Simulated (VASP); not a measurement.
A convergence study with VASP on SiC (zinc blende): one setting is varied, all else stays as given below, so the limit is that of these other settings. ε∞ is the independent-particle value.

```
CELL_PARAMETERS angstrom
      0.00000     2.18000     2.18000
      2.18000     0.00000     2.18000
      2.18000     2.18000     0.00000
ATOMIC_POSITIONS crystal
  Si 0.00000 0.00000 0.00000
  C  0.25000 0.25000 0.25000
```

Method: LDA (Ceperley-Alder, Perdew-Zunger), VASP's LDA PAW potentials (set 64) (plane waves; VASP 6.6.1). The tightest run used: 700 eV cut-off, 9×9×9 Γ-centred mesh, Gaussian smearing of 0.050 eV, potentials Si C.

| setting | mean ε∞ | bands |
|---|---|---|
| NBANDS = 5 | 5.01 | 5 |
| NBANDS = 6 | 6.37 | 6 |
| NBANDS = 8 | 7.17 | 8 |

Question: These are the cheaper rows. Estimate the results at NBANDS = 132, and how far the last row shown lies from them.

Answer: 
```
quantity  tightest run  last row shown is off by
--------  ------------  ------------------------
mean ε∞           7.39                     -0.22
```

Left out are rungs that failed or repeat a setting and relaxations that didn't move; long series are thinned to 24 rows.

The compound is SiC in the zinc blende structure. The cell was not relaxed at this level.
